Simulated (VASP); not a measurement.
Here is the system:

```yaml
crystal:
  lattice:
    - [0.00000, 2.86276, 2.86276]
    - [2.86276, 0.00000, 2.86276]
    - [2.86276, 2.86276, 0.00000]
  atoms:
    - { symbol: Pb, position: [0.00000, 0.00000, 0.00000] }
    - { symbol: S, position: [0.50000, 0.50000, 0.50000] }
```

Calculation: LDA (Ceperley-Alder, Perdew-Zunger), VASP's LDA PAW potentials (set 64) (plane waves; VASP). Settings: 520 eV cut-off, 8×8×8 Γ-centred mesh, Gaussian smearing of 0.050 eV, potentials Pb_d S.

Unless said otherwise, spin-orbit coupling is left out, though it shifts the bands of the heavy elements here.

Estimate the energy per atom (σ→0), pressure, band gap (on the k-mesh) with the smallest direct gap where there is one.

| Item | Result |
|---|---|
| band gap (on the k-mesh) | 0.23 eV |
| smallest direct gap (on the k-mesh) | 0.23 eV |
| energy per atom (σ→0) | -4979 meV/atom |
| pressure | 4.47 GPa |

The compound is PbS in the rock salt structure. This cell is one point of a volume scan, at 0.94 of the reference volume.
